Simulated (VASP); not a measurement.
Given:

```yaml
crystal:
  lattice:
    - [0.00000, 3.57566, 3.57566]
    - [3.57566, 0.00000, 3.57566]
    - [3.57566, 3.57566, 0.00000]
  atoms:
    - { symbol: K, position: [0.00000, 0.00000, 0.00000] }
    - { symbol: I, position: [0.50000, 0.50000, 0.50000] }
```

Computed with r2SCAN+rVV10, VASP's PBE PAW potentials (set 64) (plane waves; VASP). Settings: 520 eV cut-off, 7×7×7 Γ-centred mesh, Gaussian smearing of 0.050 eV, potentials K_sv I.

Unless said otherwise, spin-orbit coupling is left out, though it shifts the bands of the heavy elements here.

Problem. What does the run give for the energy per atom (σ→0), band gap (on the k-mesh) with the smallest direct gap where there is one?

Solution. 
```
Quantity                                               Value
-----------------------------------  -----------------------
band gap (on the k-mesh)                             4.42 eV
smallest direct gap (on the k-mesh)                  4.42 eV
energy per atom (σ→0)                -1612.6 kJ/mol of atoms
```

The compound is KI in the rock salt structure. This cell is one point of a volume scan, at 1.06 of the reference volume.
